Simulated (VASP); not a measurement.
All values below come from r2SCAN meta-GGA, VASP's PBE PAW potentials (set 64) (plane waves; VASP).

Input for VASP

File KPOINTS:
```
Automatic mesh
0
Gamma
10 10 10
0 0 0
```

**INCAR**
```
PREC = Accurate
ISIF = 3   # ions, shape and volume
ALGO = Normal
NSW = 60   # most ionic steps
LREAL = F
SYSTEM = Dy
IBRION = 2   # conjugate gradients
LWAVE = F
LCHARG = F
NELM = 100   # most electronic steps
LMAXMIX = 6   # l cut-off of mixed one-centre charges
ENCUT = 400   # plane-wave cut-off (eV)
ISMEAR = 1
EDIFFG = -0.01
SIGMA = 0.1   # width (eV)
LASPH = T
EDIFF = 1E-6   # SCF stop (eV)
LMIXTAU = T
METAGGA = R2SCAN
```

POSCAR:
```
Dy
1.0
  3.2278857787   0.0000000000   0.0000000000
  0.0000000000   3.2278857787   0.0000000000
  0.0000000000   0.0000000000   3.2278857787
Dy
1
Cart
  0.0000000000   0.0000000000   0.0000000000
```

POTCAR, in this order: Dy_3 (PBE.64 set). Program: vasp_std.

The 4f electrons are frozen in the core of the lanthanide potential, so 4f levels, which can set the real gap, and their magnetism are missing.

**Question.** What does the run give for the energy per atom (σ→0), band gap (on the k-mesh)?

**Answer.** 
```
Quantity                                                    Result
------------------------  ----------------------------------------
energy per atom (σ→0)                              -31.122 eV/atom
band gap (on the k-mesh)  none (metal, semimetal or under 0.01 eV)
```

File OSZICAR:
```
...
DAV:  12    -0.311219529131E+02    0.10812E-02   -0.19687E-03   984   0.329E-01    0.727E-02
DAV:  13    -0.311222608017E+02   -0.30789E-03   -0.75466E-04   928   0.221E-01    0.201E-01
DAV:  14    -0.311218185787E+02    0.44222E-03   -0.22292E-04  1224   0.119E-01    0.902E-02
DAV:  15    -0.311217757197E+02    0.42859E-04   -0.16389E-05  1304   0.362E-02    0.673E-02
DAV:  16    -0.311217285092E+02    0.47210E-04   -0.11545E-05  1168   0.318E-02    0.248E-02
DAV:  17    -0.311216821618E+02    0.46347E-04   -0.43749E-05   904   0.472E-02    0.120E-02
DAV:  18    -0.311216828850E+02   -0.72322E-06   -0.37516E-06  1096   0.142E-02
   1 F= -.31121683E+02 E0= -.31122132E+02  d E =-.311217E+02
```

The structure was generated: Dy was put into the simple-cubic type (Pm-3m), which need not be its known phase. It was relaxed first. The start is the result of an earlier pass.
